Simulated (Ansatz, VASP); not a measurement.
Two plane-wave programs on BIr3Pd

```
B Pd Ir
1.0
     4.10441    0.00000    0.00000
     0.00000    4.10441    0.00000
     0.00000    0.00000    4.10441
B Pd Ir
1 1 3
Direct
  0.50000 0.50000 0.50000
  0.00000 0.00000 0.00000
  0.00000 0.50000 0.50000
  0.50000 0.50000 0.00000
  0.50000 0.00000 0.50000
```

Change from the starting cell: species swapped into the Fe3RhN type (Pm-3m, No. 221).

Alike in both runs: functional PBE; k mesh 4 × 4 × 4; occupations gaussian, width 0.1 eV; no spin polarisation.

Ansatz relaxed the structure, and its values are those at the end. VASP's run is a single point on that final structure, the one shown.

|  | VASP | Ansatz |
| --- | --- | --- |
| version | VASP 6.6.1 | Ansatz 0.2.0 |
| potentials or method | VASP PAW PBE potentials, release 64 (B, Pd, Ir) | scalar-relativistic, plane waves, PAW |
| plane-wave cutoff (eV) | 520 | 420 |
| valence electrons in the cell | 40 | 72 |

Ansatz gave:

- gap on the k mesh at the Fermi level (eV): none
- pressure (GPa): 0.1

Estimate VASP's values.

gap on the k mesh at the Fermi level (eV): none; pressure (GPa): 1.0.

A gap of «none» marks a metal or a gap that the smearing closes. The two sets of potentials don't hold the same shells in valence.

Caveats: the k mesh is coarse (spacing up to 0.38 Å⁻¹), so the values aren't converged. Spin-orbit coupling is left out, which matters for the levels of Ir.
